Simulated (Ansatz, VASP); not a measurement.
# InP: VASP beside Ansatz

One calculation is typed for both programs; each brings its own data sets. How far apart do they land? The cell is taken from a series of runs on this material, whose earlier steps may have relaxed, scaled, displaced or heated it; both programs get it as it stands.

Main program and level: Ansatz 0.2.0; plane waves, with VASP 6.6.1 beside it; zone-centre phonons at LDA.

### 1. The structure

Symmetry: F-43m, No. 216, cubic system. Conventional cell: a = 5.827 Å, b = 5.827 Å, c = 5.827 Å, α = 90.00°, β = 90.00°, γ = 90.00°. Nearest to P lie 4 In at 2.52 Å. Nearest to In lie 4 P at 2.52 Å. Farther neighbours are not listed.

Structure file:

```xyz
2
Lattice="0.0000 2.9135 2.9135 2.9135 0.0000 2.9135 2.9135 2.9135 0.0000" Properties=species:S:1:pos:R:3 pbc="T T T"
P     4.3702    4.3702    4.3702
In    0.0000    0.0000    0.0000
```

### 2. VASP: zone-centre phonons, LDA

Second derivatives magnify differences that forces hide, and they need a tight electronic threshold.

Lines of VASP's logs that name or quote its potential files are left out, and so is its time.

Contents of INCAR:

```
SYSTEM = InP
PREC = Accurate
ENCUT = 500
EDIFF = 1E-08
NELM = 120
ISMEAR = -1
SIGMA = 0.03
LREAL = .FALSE.
ALGO = Normal
GGA = CA
NELECT = 17.980215
NBANDS = 14
LORBIT = 11
LWAVE = .FALSE.
LCHARG = .FALSE.
ISIF = 2
IBRION = 8
LASPH = .TRUE.
GGA_COMPAT = .FALSE.
KPAR = 2
```

Contents of POSCAR:

```
InP
1.0
    0.0000000000      2.9134905970      2.9134905970
    2.9134905970      0.0000000000      2.9134905970
    2.9134905970      2.9134905970      0.0000000000
P In
1 1
Direct
    0.7500000000      0.7500000000      0.7500000000
    0.0000000000      0.0000000000      0.0000000000
```

Contents of KPOINTS:

```
Automatic mesh
0
Gamma
30 30 30
0 0 0
```

The projector-augmented-wave data sets are P and In_d (LDA family, release 64).

Launch:

```console
mpirun -np 2 vasp_std
```

Numbers of over 12 decimals in the logs are rounded to 6 here.

Output:

```text
[banner, memory and clock lines left out]
running    2 mpi-ranks, on    1 nodes
 distrk:  each k-point on    1 cores,    2 groups
 distr:  one band on    1 cores,    1 groups

 POSCAR found type information on POSCAR P In
 POSCAR found :  2 types and       2 ions
 LDA part: xc-table for (Slater(with rela. corr.)+CA(PZ))
 , standard interpolation
 POSCAR, INCAR and KPOINTS ok, starting setup
 FFT: planning ... GRIDC
 FFT: planning ... GRID_SOFT
 FFT: planning ... GRID
 WAVECAR not read
 entering main loop
       N       E                     dE             d eps       ncg     rms          rms(c)
DAV:   1     0.111471574053E+03    0.11147E+03   -0.77798E+03 21178   0.131E+03
DAV:   2    -0.224829969638E+01   -0.11372E+03   -0.10970E+03 22418   0.317E+02
DAV:   3    -0.998385275618E+01   -0.77356E+01   -0.76797E+01 27740   0.852E+01
DAV:   4    -0.101945042580E+02   -0.21065E+00   -0.21051E+00 25562   0.154E+01
DAV:   5    -0.102046024593E+02   -0.10098E-01   -0.10098E-01 32004   0.293E+00BRMIX: very serious problems
 the old and the new charge density differ
 old charge density:    18.00000 new   17.98022
BRMIX: very serious problems
 the old and the new charge density differ
 old charge density:    18.00000 new   17.98022
    0.596E+00
DAV:   6    -0.982366877738E+01    0.38093E+00   -0.61852E-01 32840   0.146E+01    0.357E+00
DAV:   7    -0.978158131242E+01    0.42087E-01   -0.15442E-01 28338   0.355E+00    0.117E+00
DAV:   8    -0.977652820136E+01    0.50531E-02   -0.14122E-02 28132   0.157E+00    0.418E-01
DAV:   9    -0.977625549183E+01    0.27271E-03   -0.12899E-03 28000   0.483E-01    0.183E-01
DAV:  10    -0.977627777827E+01   -0.22286E-04   -0.14602E-04 32776   0.115E-01    0.118E-01
DAV:  11    -0.977628152467E+01   -0.37464E-05   -0.18164E-05 32136   0.685E-02    0.454E-02
DAV:  12    -0.977627953939E+01    0.19853E-05   -0.55371E-06 26576   0.383E-02    0.155E-02
DAV:  13    -0.977627948883E+01    0.50564E-07   -0.27712E-07 27194   0.432E-03    0.138E-02
DAV:  14    -0.977627943014E+01    0.58686E-07   -0.12722E-07 26780   0.521E-03    0.269E-03
DAV:  15    -0.977627942543E+01    0.47098E-08   -0.21033E-08 21164   0.118E-03
   1 F= -.97762794E+01 E0= -.97759699E+01  d E =-.619009E-03
 Linear response reoptimize wavefunctions to high precision
DAV:   1    -0.977627942543E+01    0.13642E-11   -0.64035E-10 17476   0.234E-04
 Linear response DOF=           2
 Linear response progress:
  Degree of freedom:   1/  2
       N       E                     dE             d eps       ncg     rms          rms(c)
RMM:   1    -0.503614063430E-01   -0.50361E-01    0.32683E-02219619   0.197E+00
RMM:   2    -0.481778028787E-01    0.21836E-02   -0.45600E-04170179   0.714E-01    0.152E-01
RMM:   3    -0.487765449021E-01   -0.59874E-03   -0.16232E-03192685   0.303E-01    0.579E-02
RMM:   4    -0.490293575320E-01   -0.25281E-03   -0.20486E-04193057   0.116E-01    0.182E-02
RMM:   5    -0.490624543517E-01   -0.33097E-04   -0.20761E-05203001   0.372E-02    0.111E-02
RMM:   6    -0.490520758537E-01    0.10378E-04   -0.40418E-06200187   0.125E-02    0.404E-03
RMM:   7    -0.490528159124E-01   -0.74006E-06   -0.35325E-07201698   0.450E-03    0.186E-03
RMM:   8    -0.490561266538E-01   -0.33107E-05   -0.37257E-08195934   0.170E-03    0.410E-04
RMM:   9    -0.490560553957E-01    0.71258E-07    0.75363E-07221418   0.584E-04    0.242E-04
RMM:  10    -0.490560259525E-01    0.29443E-07    0.24321E-07206625   0.241E-04    0.936E-05
RMM:  11    -0.490561252921E-01   -0.99340E-07    0.14767E-08212832   0.983E-05    0.476E-05
RMM:  12    -0.490561232540E-01    0.20380E-08    0.17345E-08212441   0.378E-05    0.317E-05
 first order change of Fermi-energy   0.12840E-03
 force on displaced ion       1 direction 1 :  -7.869  -0.000  -0.000
 Linear response progress:
  Degree of freedom:   2/  2
       N       E                     dE             d eps       ncg     rms          rms(c)
RMM:   1    -0.234533384017E+00   -0.23453E+00   -0.67593E-02143559   0.542E+00
RMM:   2    -0.237126941802E+00   -0.25936E-02   -0.15217E-02175876   0.118E+00    0.945E-02
RMM:   3    -0.237138668181E+00   -0.11726E-04   -0.17763E-03195338   0.366E-01    0.493E-02
RMM:   4    -0.236969540450E+00    0.16913E-03   -0.16781E-04195079   0.124E-01    0.243E-02
RMM:   5    -0.236941316964E+00    0.28223E-04   -0.22667E-05201674   0.456E-02    0.787E-03
RMM:   6    -0.236949149252E+00   -0.78323E-05   -0.10080E-05205700   0.162E-02    0.255E-03
RMM:   7    -0.236959484842E+00   -0.10336E-04   -0.29761E-06204178   0.479E-03    0.745E-04
RMM:   8    -0.236957627745E+00    0.18571E-05   -0.15304E-06205745   0.208E-03    0.366E-04
RMM:   9    -0.236955795315E+00    0.18324E-05   -0.36326E-07202027   0.962E-04    0.141E-04
RMM:  10    -0.236956674716E+00   -0.87940E-06   -0.30491E-07199610   0.463E-04    0.108E-04
RMM:  11    -0.236956623354E+00    0.51362E-07    0.96806E-08217013   0.234E-04    0.907E-05
RMM:  12    -0.236956668346E+00   -0.44992E-07    0.13649E-08216766   0.128E-04    0.871E-05
RMM:  13    -0.236956605545E+00    0.62801E-07    0.77094E-08196545   0.824E-05    0.302E-05
RMM:  14    -0.236956675768E+00   -0.70223E-07    0.41754E-08198753   0.536E-05    0.618E-06
RMM:  15    -0.236956678393E+00   -0.26244E-08    0.52598E-08213314   0.351E-05    0.936E-06
 first order change of Fermi-energy  -0.17181E-04
 force on displaced ion       2 direction 1 :  -7.900  -0.000  -0.000
 Linear response finished
```

From OUTCAR (step 2):

```text
NELECT = 17.980215

 ion  position               nearest neighbor table
   1  0.750  0.750  0.750-   2 2.52   2 2.52   2 2.52   2 2.52
   2  0.000  0.000  0.000-   1 2.52   1 2.52   1 2.52   1 2.52

  LATTYP: Found a face centered cubic cell.
 ALAT       =     5.8269811940

 Subroutine GETGRP returns: Found 24 space group operations
 (whereof 24 operations were pure point group operations)

The static configuration has the point symmetry T_d .

 Found    752 irreducible k-points:

   k-points           NKPTS =    752   k-points in BZ     NKDIM =    752   number of bands    NBANDS=     14

   dimension x,y,z NGX =    30 NGY =   30 NGZ =   30
   dimension x,y,z NGXF=    60 NGYF=   60 NGZF=   60

   ENCUT  =  500.0 eV  36.75 Ry    6.06 a.u.   7.51  7.51  7.51*2*pi/ulx,y,z

 k-points in reciprocal lattice and weights: Automatic mesh
   0.00000000  0.00000000  0.00000000       0.000
   0.03333333  0.00000000  0.00000000       0.000
   0.06666667  0.00000000  0.00000000       0.000
   0.10000000  0.00000000  0.00000000       0.000
   0.13333333  0.00000000  0.00000000       0.000
   0.16666667  0.00000000  0.00000000       0.000
   0.20000000  0.00000000  0.00000000       0.000
   0.23333333  0.00000000  0.00000000       0.000
   0.26666667  0.00000000  0.00000000       0.000
[...]
-0.26666667  0.46666667  0.23333333       0.001
  -0.26666667  0.50000000  0.23333333       0.000

 average (electrostatic) potential at core
       1 -83.8642       2 -95.0644

  Total       -0.2090926     -0.2090926     -0.2090926      0.0000000      0.0000000      0.0000000
  in kB       -6.7729569     -6.7729569     -6.7729569      0.0000000      0.0000000      0.0000000
  external PRESSURE =      -6.7729569 kB  Pullay stress =       0.0000000 kB

  energy-cutoff  :      500.00
  volume of cell :       49.46
      direct lattice vectors                 reciprocal lattice vectors
     0.000000000  2.913490597  2.913490597    -0.171615450  0.171615450  0.171615450
     2.913490597  0.000000000  2.913490597     0.171615450 -0.171615450  0.171615450
     2.913490597  2.913490597  0.000000000     0.171615450  0.171615450 -0.171615450

 POSITION                                       TOTAL-FORCE (eV/Angst)
 -----------------------------------------------------------------------------------
      4.37024      4.37024      4.37024        -0.000000     -0.000000     -0.000000
      0.00000      0.00000      0.00000         0.000000      0.000000      0.000000
 -----------------------------------------------------------------------------------
    total drift:                                0.000000      0.000000      0.000000

 Eigenvectors and eigenvalues of the dynamical matrix
 ----------------------------------------------------

   1 f  =    8.882865 THz    55.812685 2PiTHz  296.300473 cm-1    36.736560 meV
             X         Y         Z           dx          dy          dz
      4.370236  4.370236  4.370236    -0.887060    0.000000    0.000000
      0.000000  0.000000  0.000000     0.461654    0.000000    0.000000

   2 f  =    8.882865 THz    55.812685 2PiTHz  296.300473 cm-1    36.736560 meV
             X         Y         Z           dx          dy          dz
      4.370236  4.370236  4.370236     0.000000    0.887060    0.000000
      0.000000  0.000000  0.000000     0.000000   -0.461654    0.000000

   3 f  =    8.882865 THz    55.812685 2PiTHz  296.300473 cm-1    36.736560 meV
             X         Y         Z           dx          dy          dz
      4.370236  4.370236  4.370236     0.000000    0.000000    0.887060
      0.000000  0.000000  0.000000     0.000000    0.000000   -0.461654

   4 f/i=    0.007315 THz     0.045963 2PiTHz    0.244011 cm-1     0.030253 meV
             X         Y         Z           dx          dy          dz
      4.370236  4.370236  4.370236     0.000000    0.000000   -0.461654
      0.000000  0.000000  0.000000     0.000000    0.000000   -0.887060

   5 f/i=    0.007315 THz     0.045963 2PiTHz    0.244011 cm-1     0.030253 meV
             X         Y         Z           dx          dy          dz
      4.370236  4.370236  4.370236    -0.461654    0.000000    0.000000
      0.000000  0.000000  0.000000    -0.887060    0.000000    0.000000

   6 f/i=    0.007315 THz     0.045963 2PiTHz    0.244011 cm-1     0.030253 meV
             X         Y         Z           dx          dy          dz
      4.370236  4.370236  4.370236     0.000000   -0.461654    0.000000
      0.000000  0.000000  0.000000     0.000000   -0.887060    0.000000

 ELASTIC MODULI CONTR FROM IONIC RELAXATION (kBar)
 Direction    XX          YY          ZZ          XY          YZ          ZX
 --------------------------------------------------------------------------------
 XX          -0.0000     -0.0000     -0.0000      0.0000      0.0000      0.0000
 YY          -0.0000     -0.0000     -0.0000      0.0000      0.0000     -0.0000
 ZZ          -0.0000     -0.0000     -0.0000      0.0000      0.0000      0.0000
 XY           0.0000      0.0000      0.0000   -283.2900      0.0000     -0.0000
 YZ           0.0000      0.0000      0.0000      0.0000   -283.2900      0.0000
 ZX           0.0000     -0.0000      0.0000     -0.0000      0.0000   -283.2900
 --------------------------------------------------------------------------------
```

The cell is charged against a uniform background.

### 3. Ansatz: zone-centre phonons, LDA

Ansatz runs on its PAW soft_1 files.

The same cell, functional (in two slightly different forms), mesh and smearing now go to Ansatz, which takes its cutoff from its data sets.

Contents of input.yaml:

```yaml
crystal:
  lattice:
    - [0.0, 2.913490597, 2.913490597]
    - [2.913490597, 0.0, 2.913490597]
    - [2.913490597, 2.913490597, 0.0]
  atoms:
    - { symbol: P, position: [0.75, 0.75, 0.75] }
    - { symbol: In, position: [0.0, 0.0, 0.0] }
total_charge: 0.019785
kpoints:
  mp_grid: { grid: [30, 30, 30] }
hamiltonian:
  xc: lda
  pseudopotentials: { kind: paw, azcp: { folder: soft_1 }, xc_functional: pbe }
scf:
  occupations: { method: fermi_dirac, width: 0.03 }
output:
  eigenvalues: true
phonons:
  method: dfpt
```

Launch:

```console
ansatz run input.yaml --threads 8 --pin off --max-ram 16384MiB --backend cpu --events-out ev --progress --plain --runs-dir out
```

Output:

```text
zone centre: on kpoints.mp_grid the ground state, and the responses unless they are solved on pairs of k-points, stand on 1992 of the mesh's 27000 k-points, reduced under 8 symmetry operations, with k and −k counted as one. Each operation leaves every solved displacement unchanged or reverses it
Engine: ansatz 0.2.0, aarch64-unknown-linux-gnu
Pseudopotentials: kind: paw
Pseudopotential: P, paw, valence charge 5, recommended cutoff 420 eV (normal), soft_1/P.paw.azcp
Pseudopotential: In, paw, valence charge 13, recommended cutoff 420 eV (normal), soft_1/In.paw.azcp
Functional definition: SPW92
  exchange = slater_x
  correlation = pw_c
Crystal: 2 atoms, lattice volume = 49.462 Å³
Basis set: ecut = 420 eV, 941 PW (Γ), exchange–correlation on 60×60×60 points (8 copies of the dense FFT grid, shifted against one another)
Bands: 13, of which v1, the nominal top of the filled ones, is band 9 counted from 1 (8 counted from 0)
Symmetry: 24 space group operations
k-points: 1992 of 27000 (irreducible under 8 space group operations, time reversal used)
Non-local potential: P, projectors of the file, l = 0: 2, l = 1: 2, l = 2: 1
Non-local potential: In, projectors of the file, l = 0: 2, l = 1: 2, l = 2: 2, l = 3: 1
PAW form: soft (Blöchl's): semilocal exchange-correlation on the pseudo side does not see the compensation charge
PAW frozen core: P, regenerated for the run's functional, and the local potential with it (the file was generated under x = pbe(κ = 0.804, μ = 0.219515), c = pbe(β = 0.066725))
PAW frozen core: In, regenerated for the run's functional, and the local potential with it (the file was generated under x = pbe(κ = 0.804, μ = 0.219515), c = pbe(β = 0.066725))
PAW one-centre angular grid: P, 110 points (default); XC on 64 Gauss nodes
PAW one-centre angular grid: In, 590 points (default); XC on 64 Gauss nodes
Initial density: superposition of atomic densities (chi_scale 0.1, normalization cell, long waves kept (reshape's long-wave potential 0.00 eV rms))
Initial wavefunctions: pseudopotential atomic-orbital guess
Functional: x = slater, c = lda
SCF iter   1: F=—  HF=-6183.988204 eV  |F-HF|=—  |Δ(HF+E_count)|=         —  Δρ=3.26e-2  dr2=7.52e-1  ethr=3.10e-3  ⟨swp⟩=6.4  Hψ=179803  notcnv=0
preconditioner: auto → Kerker (q_TF=auto, 2.305 Å⁻¹)  [metal: Δε(μ)=0.010 eV  Ē_g=14.503 eV  σ=0.030 eV  W_gap=0.08  n_scr=14 (ndim 8)  ℏωp=22.4 eV  f_vac=0.000  D(μ)=0.23/eV (n_scr^D=0)]
SCF iter   2: F=—  HF=-6183.809634 eV  |F-HF|=—  |Δ(HF+E_count)|=   1.79e-1  Δρ=1.96e-2  dr2=2.43e-1  ethr=3.10e-3  ⟨swp⟩=2.0  Hψ=49800  notcnv=0
SCF iter   3: F=—  HF=-6183.743663 eV  |F-HF|=—  |Δ(HF+E_count)|=   6.60e-2  Δρ=4.09e-3  dr2=1.43e-2  ethr=1.35e-3  ⟨swp⟩=2.1  Hψ=38343  notcnv=0
SCF iter   4: F=—  HF=-6183.741838 eV  |F-HF|=—  |Δ(HF+E_count)|=   1.83e-3  Δρ=1.44e-3  dr2=1.93e-3  ethr=7.97e-5  ⟨swp⟩=2.3  Hψ=43355  notcnv=0
SCF iter   5: F=—  HF=-6183.741900 eV  |F-HF|=—  |Δ(HF+E_count)|=   6.26e-5  Δρ=4.30e-4  dr2=1.03e-4  ethr=1.08e-5  ⟨swp⟩=2.1  Hψ=43987  notcnv=0
SCF iter   6: F=—  HF=-6183.741926 eV  |F-HF|=—  |Δ(HF+E_count)|=   2.60e-5  Δρ=5.66e-5  dr2=1.20e-6  ethr=5.71e-7  ⟨swp⟩=2.5  Hψ=44501  notcnv=0
SCF iter   7: F=—  HF=-6183.741927 eV  |F-HF|=—  |Δ(HF+E_count)|=   4.94e-7  Δρ=8.16e-6  dr2=3.97e-8  ethr=6.66e-9  ⟨swp⟩=3.0  Hψ=44606  notcnv=0
SCF iter   8: F=—  HF=-6183.741927 eV  |F-HF|=—  |Δ(HF+E_count)|=   1.82e-8  Δρ=2.32e-6  dr2=5.29e-9  ethr=2.21e-10  ⟨swp⟩=2.0  Hψ=29426  notcnv=0
SCF iter   9: F=—  HF=-6183.741927 eV  |F-HF|=—  |Δ(HF+E_count)|=   1.45e-9  Δρ=6.49e-7  dr2=3.54e-10  ethr=2.94e-11  ⟨swp⟩=1.5  Hψ=27474  notcnv=0
SCF iter  10: F=-6183.741927 eV  HF=-6183.741927 eV  |F-HF|=3.64e-12  |Δ(HF+E_count)|=  4.37e-11  Δρ=7.76e-8  dr2=2.73e-12  ethr=1.00e-12  ⟨swp⟩=7.0  Hψ=167099  notcnv=0
SCF 1 converged in 10 iterations: F = -6183.741927 eV  dr2 = 2.73e-12
  greatest PAW one-centre occupation: 0.982 electrons in one spin orbital (limit 2), on the In atom at site 1 (counted from 0), in its partial waves of l = 2
DFPT response loops at Γ: preconditioner auto → Kerker (q_TF=auto, 2.305 Å⁻¹) (partly filled bands, converged f_vac=0.008); β = 1.00, the filter's whole step (`scf.mixing.beta` (0.50) is not read by the response loops under this deck's `scf.mixing.preconditioner`; to damp them name `kerker` or `kerker_dos`, under which they read `scf.mixing.beta`, and type it under 1.00, their step now; both keys bind the ground state too); Broyden in place of MSR1
SCF converged after 10 iterations
Free energy (F): -6183.741927 eV
Harris-Foulkes:  -6183.741927 eV  (|F-HF|=3.64e-12)
Internal energy: -6183.741308 eV  (E = F + TS)
E sigma→0 (E₀):  -6183.741617 eV
Entropy (-TS):   -0.000619 eV (-0.309 meV/atom)
Fermi energy:    6.857545 eV
--- Per-component energies (eV) ---
  E_band       = -53.339867
  E_kinetic    = 288.847198
  E_local      = -1325.102420  (includes V_loc(G=0)·N_el)
  E_nonlocal   = 363.880655
  E_hartree    = 529.182566
  E_xc         = -213.927190
  E_vxc        = -151.503285  (∫ρ·V_xc dr)
  E_paw        = -4599.189121  (= ΣΔE_a)
  E_vpaw       = -287.827235  (= ΣTr[D̂ρ^β])
  E_aug_tail   = 0.000084  (compensation charges beyond the density's cutoff)
  E_ewald      = -1227.834968
  E_core_change = 0.401886  (= ΣΔE_core)
  E_smearing   = -0.000619  (= −TS)
  E_closure    = 0.000000  (closes the sum)
  E_deformation_potential = 0.263691  (in the stress; not in F)
  Σ components = -6183.741927   (vs F -6183.741927, Δ=0.00e0)
--- Band table (eV; the first three rows and the last of 1992) ---
  k-point 0: bands = [... 5 lower, -4.6862, 6.9891, 6.9891, 6.9891, 7.5714, 10.9595, 10.9595, 10.9595]
  k-point 1: bands = [... 5 lower, -4.6729, 6.7272, 6.9734, 6.9734, 7.7916, 10.9598, 10.9829, 10.9829]
  k-point 2: bands = [... 5 lower, -4.6330, 6.2713, 6.9281, 6.9281, 8.1187, 10.9725, 11.0502, 11.0502]
  k-point 1991: bands = [... 5 lower, -2.1015, 1.1962, 3.9253, 3.9496, 11.1033, 11.2786, 12.5378, 13.1024]
--- Phonons (Γ-DFPT): 2 representative perturbations + reference, on 1992 of 27000 k-points (Σ response iterations 6) ---
  k mesh reduced under 8 symmetry operations, with k and −k counted as one. Each operation leaves every solved displacement unchanged or reverses it
  ASR residual: 1.871e-5 → 0.000e0 eV/Å²; symmetrization residual: 3.296e-6 eV/Å²
  ASR residual per site (eV/Å²): 1.87e-5 1.49e-5
  Γ frequencies (cm⁻¹): 0.00 0.00 0.00 296.72 296.72 296.72
  non-analytic LO–TO correction: not included (Born effective charges unavailable; polar crystals: no LO–TO splitting at Γ)
```

### 4. Comparison

Known differences besides the potentials themselves: the two LDA forms differ slightly; the cutoff is 420 eV in Ansatz and 500 eV in VASP; VASP's log shows a relativistic correction to its local exchange, Ansatz's none. Total energies have different zeros and are not compared.

Compared:

| quantity | Ansatz | VASP | difference |
| --- | --- | --- | --- |
| optical mode 1 to 3 (cm⁻¹) | 296.7 | 296.3 | +0.14 % |

Modes are paired by rising frequency, not by their patterns, so a pair may set unlike modes beside each other; they are those without the splitting of longitudinal modes. The cell carries a charge of +0.019785 e against a uniform background, so its pressure also hangs on how the neutralising background is counted, and in a defect's cell a gap may be the spacing between its levels.

### 5. What came out

- r.m.s. difference of the optical zone-centre modes, each program's sorted by frequency (zone-centre phonons, LDA): 0.42 cm⁻¹

What this shows: The r.m.s. difference of the optical zone-centre modes, each program's sorted by frequency is 0.42 cm⁻¹ (zone-centre phonons, LDA). How closely two codes agree says nothing of how well the functional describes the real material.

[Lines on the potential files, build, host, timing and source positions are cut from VASP's logs without a mark.]

[Logs are printed without paths, hosts, clocks, repeated set-up lines and the standing remarks that a program may print on its own settings, such as how far it seeks lower states.]

[Hosts, paths, dates, database ids (printed as entryN), source tags and the programs' standing remarks are cut or masked in the printed files.]
